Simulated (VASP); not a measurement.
Input:

```
CELL_PARAMETERS angstrom
      2.95566     0.00000     0.00000
     -1.47783     2.55967     0.00000
      0.00000     0.00000     7.17494
ATOMIC_POSITIONS crystal
  Mg 0.00000 0.00000 0.00000
  Al 0.33333 0.66667 0.65753
  Al 0.66667 0.33333 0.34247
```

These are PBEsol GGA, VASP's PBE PAW potentials (set 64) (plane waves; VASP) values and carry that method's errors. Run with 400 eV cut-off, 13×13×5 Γ-centred mesh, tetrahedra with Blöchl corrections, potentials Mg Al.

The cores are frozen, which limits the accuracy of field gradients.

### Question
Give the principal components of the electric field gradient (V/Å²) and the asymmetry η at each nucleus.

### Answer

| atom | Vxx | Vyy | Vzz | η |
|---|---|---|---|---|
| Mg1 | -1.6 | -1.6 | 3.2 | 0.00 |
| Al2 | 3.3 | 3.3 | -6.6 | 0.00 |
| Al3 | 3.3 | 3.3 | -6.6 | 0.00 |

The structure comes from a computed database's MgAl2 entry (P-3m1); how it stands against other phases isn't given here. It was relaxed first.
